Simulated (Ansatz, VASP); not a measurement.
# Cross-check of Ba2SeO between VASP and Ansatz, part 2 of 2

One calculation is typed for both programs; each brings its own data sets. How far apart do they land? The cell is invented: As first built, before any earlier steps moved the atoms (in the runner's words): it takes the MgSe structure with some of its atoms replaced by other elements, volume scaled by an estimate. It may not be a known or stable phase. The cell is taken from a series of VASP runs on this material, whose earlier steps may have relaxed, scaled or displaced it; both programs get it as it stands. Valence electrons are named where the data sets of a main pair hold unlike numbers.

VASP 6.6.1 and Ansatz 0.2.0.

So far: Starting point; VASP: relaxation of cell and atoms, PBE.

## Step 3: Ansatz: relaxation of cell and atoms, PBE

Level of this step: Ansatz beside VASP: Kohn-Sham DFT, plane waves, PBE (Ansatz).

Ansatz runs on its default PAW (the set named soft_2) files.

The same cell, functional, mesh and smearing now go to Ansatz, which takes its cutoff from its data sets.

The input, input.yaml:

```yaml
crystal:
  lattice:
    - [4.4491078038, -0.0132849651, 0.007284346]
    - [-0.0071346092, 4.6966112291, -0.0393518313]
    - [0.0076913891, -0.053221856, 6.4660279982]
  atoms:
    - { symbol: Ba, position: [0.5004342722, 0.4910410221, 0.5605874019] }
    - { symbol: Ba, position: [0.9991693973, 0.1388632078, 0.0066352502] }
    - { symbol: Se, position: [0.0031006815, 0.9815616847, 0.4959688211] }
    - { symbol: O, position: [0.499596649, 0.3933170854, 0.9361155269] }
hamiltonian:
  xc: pbe
  pseudopotentials: { kind: paw }
kpoints:
  mp_grid: { grid: [5, 4, 3] }
scf:
  occupations: { method: gaussian, width: 0.05 }
relax:
  f_tol: 0.01
  max_steps: 60
  cell: { stress_tol: 0.05 }
output:
  forces: true
  stress: true
  write_density: true
  write_potential: true
  elf: true
  volumetric_format: npy
```

Command:

```sh
$ ansatz run input.yaml --threads 4 --pin off --max-ram 9216MiB --backend cpu --events-out ev --progress --plain --runs-dir out
```

Numbers of over 12 decimals in the logs are rounded to 6 here.

Log:

```text
Engine: ansatz 0.2.0, aarch64-unknown-linux-gnu
Pseudopotentials: kind: paw
Pseudopotential: Ba, paw, valence charge 10, recommended cutoff 420 eV (normal), Ba.paw.azcp
Pseudopotential: Se, paw, valence charge 16, recommended cutoff 420 eV (normal), Se.paw.azcp
Pseudopotential: O, paw, valence charge 6, recommended cutoff 420 eV (normal), O.paw.azcp
Functional definition: PBE
  parameter kappa = 0.804
  parameter beta = 0.066725
  exchange = pbe_x(kappa = kappa, mu = beta*pi^2/3)
  correlation = pbe_c(beta = beta)
Crystal: 4 atoms, lattice volume = 135.102 Å³
Basis set: ecut = 420 eV, 2637 PW (Γ), exchange–correlation on 60×64×90 points (8 copies of the dense FFT grid, shifted against one another)
Bands: 26, of which v1, the nominal top of the filled ones, is band 21 counted from 1 (20 counted from 0)
Symmetry: 1 space group operations
Space group: P1 (ITA 1), of the structure as read, at distance tolerance 5.1e-5 Å
k-points: 31 of 60 (time reversal used)
Non-local potential: Ba, projectors of the file, l = 0: 3, l = 1: 2, l = 2: 2, l = 3: 2
Non-local potential: Se, projectors of the file, l = 0: 2, l = 1: 2, l = 2: 3, l = 3: 1
Non-local potential: O, projectors of the file, l = 0: 2, l = 1: 2, l = 2: 1
PAW form: soft (Blöchl's): semilocal exchange-correlation on the pseudo side does not see the compensation charge
PAW one-centre angular grid: Ba, 194 points (default); XC on 64 Gauss nodes
PAW one-centre angular grid: Se, 590 points (default); XC on 64 Gauss nodes
PAW one-centre angular grid: O, 110 points (default); XC on 64 Gauss nodes
Initial density: superposition of atomic densities (neutral atoms: chi_scale 0, normalization atom), corrected by the library's trained network
Initial wavefunctions: pseudopotential atomic-orbital guess
Functional: x = pbe(κ = 0.804, μ = 0.219515), c = pbe(β = 0.066725)
SCF iter   1: F=—  HF=-17941.789199 eV  |F-HF|=—  |Δ(HF+E_count)|=         —  Δρ=1.53e-3  dr2=3.71e-3  ethr=1.77e-3  ⟨swp⟩=7.6  Hψ=4465  notcnv=0
preconditioner: auto → Resta (q_TF=auto, 2.246 Å⁻¹)  ε∞=3.2  [insulator: Δε(μ)=2.242 eV  Ē_g=11.358 eV  σ=0.050 eV  W_gap=1.00  n_scr=28 (ndim 8)  ℏωp=16.9 eV  f_vac=0.096  D(μ)=0.00/eV (n_scr^D=0)  ε∞_Penn≈3.2]
SCF iter   2: F=—  HF=-17941.789824 eV  |F-HF|=—  |Δ(HF+E_count)|=   6.25e-4  Δρ=1.16e-3  dr2=1.65e-3  ethr=8.82e-6  ⟨swp⟩=2.1  Hψ=1713  notcnv=0
SCF iter   3: F=—  HF=-17941.789843 eV  |F-HF|=—  |Δ(HF+E_count)|=   1.89e-5  Δρ=4.82e-4  dr2=3.82e-4  ethr=3.92e-6  ⟨swp⟩=2.0  Hψ=1204  notcnv=0
SCF iter   4: F=—  HF=-17941.790024 eV  |F-HF|=—  |Δ(HF+E_count)|=   1.81e-4  Δρ=1.94e-4  dr2=7.68e-5  ethr=9.09e-7  ⟨swp⟩=2.0  Hψ=967  notcnv=0
SCF iter   5: F=—  HF=-17941.790069 eV  |F-HF|=—  |Δ(HF+E_count)|=   4.51e-5  Δρ=5.70e-5  dr2=8.27e-6  ethr=1.83e-7  ⟨swp⟩=2.5  Hψ=1394  notcnv=0
SCF iter   6: F=—  HF=-17941.790076 eV  |F-HF|=—  |Δ(HF+E_count)|=   7.70e-6  Δρ=1.62e-5  dr2=7.99e-7  ethr=1.97e-8  ⟨swp⟩=2.1  Hψ=1423  notcnv=0
SCF iter   7: F=-17941.790078 eV  HF=-17941.790078 eV  |F-HF|=6.08e-8  |Δ(HF+E_count)|=   1.16e-6  Δρ=4.92e-6  dr2=5.86e-8  ethr=2.38e-10  ⟨swp⟩=7.5  Hψ=5789  notcnv=0
SCF 1 converged in 7 iterations: F = -17941.790078 eV  dr2 = 5.86e-8
  greatest PAW one-centre occupation: 1.000 electrons in one spin orbital (limit 2), on the Se atom at site 2 (counted from 0), in its partial waves of l = 2
relax step   1: F+E_penalty+E_count = -17941.79007770 eV  Δ(F+E_penalty+E_count) = +0.000e0 eV  max|allowed force component| = 2.391e-1 eV/Å  Δτ_max = 0.0000 Å  P = -0.511 GPa  Ω = 135.102 Å³  (7 SCF iters, dr2 threshold 1.00e-7 eV, accepted)
[... from here on, the SCF cycles and remarks between the steps are left out ...]
relax step   2: F+E_penalty+E_count = -17941.78651000 eV  Δ(F+E_penalty+E_count) = +3.568e-3 eV  max|allowed force component| = 2.868e-1 eV/Å  Δτ_max = 0.1178 Å  P = +0.907 GPa  Ω = 134.282 Å³  energy of the carried Pulay correction = +4.638e-4 eV  (8 SCF iters, dr2 threshold 4.00e-7 eV, rejected (line search))
relax step   3: F+E_penalty+E_count = -17941.80384053 eV  Δ(F+E_penalty+E_count) = -1.376e-2 eV  max|allowed force component| = 6.634e-2 eV/Å  Δτ_max = 0.0578 Å  P = +0.008 GPa  Ω = 135.027 Å³  energy of the carried Pulay correction = +4.242e-5 eV  (11 SCF iters, accepted)
relax step   4: F+E_penalty+E_count = -17941.80539345 eV  Δ(F+E_penalty+E_count) = -1.553e-3 eV  max|allowed force component| = 3.703e-2 eV/Å  Δτ_max = 0.0164 Å  P = +0.086 GPa  Ω = 135.622 Å³  energy of the carried Pulay correction = -2.926e-4 eV  (6 SCF iters, dr2 threshold 2.75e-7 eV, accepted)
relax step   5: F+E_penalty+E_count = -17941.80625237 eV  Δ(F+E_penalty+E_count) = -8.589e-4 eV  max|allowed force component| = 1.224e-2 eV/Å  Δτ_max = 0.0270 Å  P = +0.004 GPa  Ω = 136.165 Å³  energy of the carried Pulay correction = -5.968e-4 eV  (7 SCF iters, dr2 threshold 8.57e-8 eV, accepted)
relax step   6: F+E_penalty+E_count = -17941.80632996 eV  Δ(F+E_penalty+E_count) = -7.760e-5 eV  max|allowed force component| = 4.013e-3 eV/Å  Δτ_max = 0.0039 Å  P = +0.006 GPa  Ω = 136.218 Å³  energy of the carried Pulay correction = -6.265e-4 eV  (6 SCF iters, dr2 threshold 9.36e-9 eV, accepted)
relax step   7: F+E_penalty+E_count = -17941.80728989 eV  Δ(F+E_penalty+E_count) = -9.599e-4 eV  max|allowed force component| = 4.023e-3 eV/Å  Δτ_max = 0.0000 Å  P = +0.017 GPa  Ω = 136.218 Å³  stress off target by 5.17e-2 GPa  SCF on the basis re-selected at this cell (its energy is not comparable with the rows above)  (8 SCF iters)
relax step   8: F+E_penalty+E_count = -17941.80729835 eV  Δ(F+E_penalty+E_count) = -8.459e-6 eV  max|allowed force component| = 9.923e-4 eV/Å  Δτ_max = 0.0035 Å  P = +0.005 GPa  Ω = 136.313 Å³  energy of the carried Pulay correction = -5.021e-5 eV  (7 SCF iters, dr2 threshold 6.69e-9 eV, accepted)
relax step   9: F+E_penalty+E_count = -17941.80731627 eV  Δ(F+E_penalty+E_count) = -1.792e-5 eV  max|allowed force component| = 9.867e-4 eV/Å  Δτ_max = 0.0000 Å  P = +0.006 GPa  Ω = 136.313 Å³  stress off target by 1.14e-2 GPa  SCF on the basis re-selected at this cell (its energy is not comparable with the rows above)  (6 SCF iters)
basis re-selected at this cell: Δ(F+E_penalty+E_count) = -1.792e-5 eV, ΔP = +0.000 GPa vs the last step (what re-selecting the basis moved, of the pressure what is left beyond the Pulay correction that the steps carried, after the strain that the cell walked since its last selection, with what the two solves' SCF thresholds leave and, on support functions, any second-order correction that the steps lacked; it is no m [...]
SCF converged after 6 iterations
Free energy (F): -17941.807316 eV
Harris-Foulkes:  -17941.807316 eV  (|F-HF|=4.37e-11)
Internal energy: -17941.807316 eV  (E = F + TS)
E sigma→0 (E₀):  -17941.807316 eV
Fermi energy:    6.617671 eV
--- Per-component energies (eV) ---
  E_band       = -525.156170
  E_kinetic    = 632.499832
  E_local      = -4185.598778  (includes V_loc(G=0)·N_el)
  E_nonlocal   = -434.249536
  E_hartree    = 1908.113485
  E_xc         = -516.984459
  E_vxc        = -467.209713  (∫ρ·V_xc dr)
  E_paw        = -12520.136617  (= ΣΔE_a)
  E_vpaw       = 113.173069  (= ΣTr[D̂ρ^β])
  E_aug_tail   = 0.001799  (compensation charges beyond the density's cutoff)
  E_ewald      = -2825.453043
  E_smearing   = -0.000000  (= −TS)
  E_closure    = 0.000000  (closes the sum)
  Σ components = -17941.807316   (vs F -17941.807316, Δ=0.00e0)
--- Forces (eV/Å), atoms counted from 1 ---
  atom   1  Ba    -0.00000628    -0.00008364    -0.00021522
  atom   2  Ba     0.00004859    -0.00045069     0.00048221
  atom   3  Se    -0.00001933     0.00096072    -0.00098665
  atom   4  O     -0.00002294    -0.00042913     0.00071981
  max |Σ_I F_I| component: 2.74e-6 eV/Å
--- Stress (GPa, compression-positive) ---
        0.001751       0.000169      -0.000290
        0.000169       0.008018       0.003776
       -0.000290       0.003776       0.007202
  P = ⅓ Tr σ = 0.0057 GPa (0.057 kbar)
--- Band table (eV; the first three rows and the last of 31) ---
  k-point 0: bands = [... 17 lower, 4.7865, 4.9905, 5.2086, 5.5822, 7.6531, 8.1327, 10.0779, 10.1237, ... 1 higher]
  k-point 1: bands = [... 17 lower, 4.6790, 4.7152, 5.2457, 5.5152, 7.9576, 8.4420, 9.5779, 10.3346, ... 1 higher]
  k-point 2: bands = [... 17 lower, 4.6016, 4.8099, 4.9932, 5.1548, 8.5216, 8.9291, 9.5130, 10.1715, ... 1 higher]
  k-point 30: bands = [... 17 lower, 4.5954, 4.6828, 4.8897, 5.0329, 8.7260, 9.2205, 9.8859, 10.1204, ... 1 higher]
--- Relaxed structure (7 steps of the walk, 6 accepted, 2 SCFs on fresh bases) ---
  F+E_penalty+E_count = -17941.80731627 eV   max|allowed force component| = 9.867e-4 eV/Å   (the final SCF, on the basis selected at the relaxed cell)
  cell:  # Å, volume = 136.3131 Å³
    - [4.414192, -0.00332458, 0.00105688]
    - [0.00350586, 4.741854, 0.034046]
    - [-0.00131372, 0.047711, 6.512695]
  atoms:
    - { symbol: Ba, position: [0.500582, 0.499062, 0.565671] }
    - { symbol: Ba, position: [1.000561, 0.133157, 0.00556357] }
    - { symbol: Se, position: [0.000586392, 0.996105, 0.498956] }
    - { symbol: O, position: [0.500571, 0.376459, 0.929117] }
```

Wall time 24 s (4 threads of Arm Neoverse V2, shared host); peak memory 0.47 GiB; 93 s of CPU time.

## Step 4: Comparison

Known differences besides the potentials themselves: both relaxations stop at a tolerance, which leaves soft axes loose, and VASP keeps its plane-wave basis; the data sets hold 42 valence electrons in Ansatz (on its default PAW (the set named soft_2) files) and 32 in VASP; the cutoff is 420 eV in Ansatz and 520 eV in VASP; VASP leaves aspherical gradient terms in its spheres out (LASPH is not set), Ansatz keeps them; Ansatz adds a Pulay correction to the stress that steers its cell, VASP none. Total energies have different zeros and are not compared.

Compared:

```tsv
quantity	Ansatz	VASP	difference
volume (Å³)	136.31	137.58	-0.92 %
edge a after relaxation, in the typed setting (Å)	4.414	4.439	-0.56 %
edge b after relaxation, in the typed setting (Å)	4.742	4.740	+0.03 %
edge c after relaxation, in the typed setting (Å)	6.513	6.539	-0.39 %
```

The walks stopped with 0.01 GPa left in Ansatz and -0.01 GPa in VASP; each walk ends within a tolerance, so the volume difference is uncertain by about these residues over the bulk modulus, most in soft cells.

## Step 5: Summary of results

* difference in volume (relaxation of cell and atoms, PBE): -0.92 %

In words: The difference in volume is -0.92 % (relaxation of cell and atoms, PBE), within the 1.2 % picked in this series as the mark of a large difference, as far as the stopping tolerances let one tell. The data sets hold unlike numbers of valence electrons (42 in Ansatz and 32 in VASP), so part of the differences comes from the potentials. How closely two codes agree says nothing of how well the functional describes the real material.

[Lines on the potential files, build, host, timing and source positions are cut from VASP's logs without a mark.]

[Logs are printed without paths, hosts, clocks, repeated set-up lines and the standing remarks that a program may print on its own settings, such as how far it seeks lower states.]

[Hosts, paths, dates, database ids (printed as entryN), source tags and the programs' standing remarks are cut or masked in the printed files.]
